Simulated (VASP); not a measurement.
Here is the system:

```yaml
crystal:
  lattice:
    - [0.00000, 2.83330, 2.83330]
    - [2.83330, 0.00000, 2.83330]
    - [2.83330, 2.83330, 0.00000]
  atoms:
    - { symbol: Ca, position: [0.00000, 0.00000, 0.00000] }
```

These are PBE GGA, VASP's PBE PAW potentials (set 64) (plane waves; VASP) values and carry that method's errors. Numerical set-up: 300 eV cut-off, 10×10×10 Γ-centred mesh, Gaussian smearing of 0.27 eV, potentials Ca_sv.

At this cut-off the stress carries a Pulay error, which pulls relaxed volumes low.

**Question.** What does the run give for the energy per atom (σ→0), pressure, band gap (on the k-mesh) with the smallest direct gap where there is one?

**Answer.** 
```yaml
band gap (on the k-mesh): none (metal, semimetal or under 0.01 eV)
energy per atom (σ→0): -1.927 eV/atom
pressure: -1.29 GPa
```

Only differences to runs with the same potentials and settings are physical.

The structure comes from a computed database's Ca entry; how it stands against other phases isn't given here. The cell was not relaxed at this level.
